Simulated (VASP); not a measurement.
Input for VASP

**INCAR**
```
SYSTEM = Lu
PREC = Accurate
ENCUT = 520
EDIFF = 1E-6
NELM = 100
ALGO = Normal
LREAL = .FALSE.
LASPH = .TRUE.
ISMEAR = 1
SIGMA = 0.1
GGA = RE
LMAXMIX = 6
LWAVE = .FALSE.
LCHARG = .FALSE.
IBRION = 2
ISIF = 3
NSW = 60
EDIFFG = -0.01
```

**POSCAR**
```
Lu
1.0
  1.7500000000  -3.0310890000   0.0000000000
  1.7500000000   3.0310890000   0.0000000000
  0.0000000000   0.0000000000   5.5500000000
Lu
2
direct
  0.3333330000   0.6666670000   0.2500000000
  0.6666670000   0.3333330000   0.7500000000
```

**KPOINTS**
```
Automatic mesh
0
Gamma
11 11 6
0 0 0
```

POTCAR, in this order: Lu_3 (PBE.64 set). Program: vasp_std.

Question: Translate this revPBE calculation to Ansatz.

Answer: One equivalent input (not run):
Ansatz 0.2 input:
```yaml
crystal:
  lattice:
    - [1.7500000, -3.0310890, 0.0000000]
    - [1.7500000, 3.0310890, 0.0000000]
    - [0.0000000, 0.0000000, 5.5500000]
  atoms:
    - { symbol: Lu, position: [0.3333330, 0.6666670, 0.2500000] }
    - { symbol: Lu, position: [0.6666670, 0.3333330, 0.7500000] }
kpoints:
  mp_grid: { grid: [11, 11, 6] }
hamiltonian:
  xc: revpbe
  pseudopotentials: { kind: paw }
scf:
  occupations: { method: methfessel_paxton, width: 0.1 }
  max_iter: 100
relax:
  max_steps: 60
  f_tol: 0.01
  cell: {}
output: { forces: true, stress: true, eigenvalues: true }
```
What does not carry over: each code has its own PAW files, so the cut-off isn't converted (ENCUT is set for VASP's; basis.ecutwfc is left out, and Ansatz then takes the one that its files recommend); Ansatz stops its SCF on the density residual and VASP on the energy change (EDIFF).

The compound is Lu in the hcp structure. This run relaxes it. Symmetry was kept, so distortions that lower it aren't found.
